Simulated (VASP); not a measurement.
VASP runs on SbN (a trial cell in the CsCl structure, space group Pm-3m) share one base input (PBE GGA, plane waves, VASP's PBE PAW potentials (set 64)) and change the settings named in each case.

### INCAR
```
ALGO=Normal
EDIFF=1E-6
ENCUT=520
GGA=PE
ISIF=2
ISMEAR=0
LASPH=.TRUE.
LCHARG=.FALSE.
LMAXMIX=4
LREAL=.FALSE.
LWAVE=.FALSE.
NELM=100
PREC=Accurate
SIGMA=0.05
SYSTEM=SbN
```

KPOINTS:
```
Automatic mesh
0
Gamma
8 8 8
0 0 0
```

**POSCAR**
```
SbN
1.0
  2.8242990000   0.0000000000   0.0000000000
  0.0000000000   2.8242990000   0.0000000000
  0.0000000000   0.0000000000   2.8242990000
Sb N
1 1
direct
  0.0000000000   0.0000000000   0.0000000000
  0.5000000000   0.5000000000   0.5000000000
```

POTCAR, in this order: Sb N (PBE.64 set). Program: vasp_std.

```csv
change,E(σ→0) (eV/atom),pressure (GPa),−TS (eV),irreducible k-points
base run,-4.3884,53.60,-0.0024,35
KPOINTS 1×1×1 Γ-centred mesh,-2.7062,87.54,0.0000,1
KPOINTS 2×2×2 Γ-centred mesh,-4.3898,39.97,-0.0070,4
KPOINTS 5×5×5 Γ-centred mesh,-4.4137,54.49,-0.0025,10
KPOINTS 6×6×6 Γ-centred mesh,-4.3839,54.72,-0.0060,20
KPOINTS 7×7×7 Γ-centred mesh,-4.3752,53.82,-0.0040,20
KPOINTS 11×11×11 Γ-centred mesh,-4.3989,53.83,-0.0022,56
```
 Unless said otherwise, spin-orbit coupling is left out, though it shifts the bands of the heavy elements here.

Left out are runs that ran out of time, are held back, or changed the cell or the kind of run, fixed moments of cells without a moment, rows past the twelfth, gaps on odd meshes, pressures of charged cells and columns that move by less than the noise.

The structure was generated: SbN was put into the CsCl type (Pm-3m), which need not be its known phase. The cell was not relaxed at this level.
